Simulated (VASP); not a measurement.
# TiAl (relaxed from the NiAs type structure, space group P6_3/mmc): computed properties

The numbers are results of r2SCAN meta-GGA, VASP's PBE PAW potentials (set 64) (plane waves; VASP), not measurements.

space group: P6_3/mmc (194)
cell: a = b = 2.886 Å, c = 9.203 Å, α = β = 90.00°, γ = 120.00°
volume per atom: 16.59 Å³/atom
band gap (over mesh and band path): none (metal, semimetal or under 0.01 eV)
density: 3.75 g/cm³

AlTi has the hexagonal space group P6₃/mmc (No. 194), the NiAs type structure, Pearson symbol hP4. Conventional cell: a = 2.886 Å, b = 2.886 Å, c = 9.203 Å, α = 90.00°, β = 90.00°, γ = 120.00°. Ti on 2a has 6 Al at 2.841 Å and 6 Ti at 2.886 Å (cuboctahedral). Al on 2c sees 6 Ti at 2.841 Å and 6 Al at 2.886 Å (anticuboctahedral). (Neighbours: up to the widest gap in distance over summed covalent radii, below 1.35, at either atom.)

The structure was generated: TiAl was put into the NiAs type type (P6_3/mmc), which need not be its known phase. It was relaxed first, which changed the volume by -39 %. Symmetry was kept, so distortions that lower it aren't found.
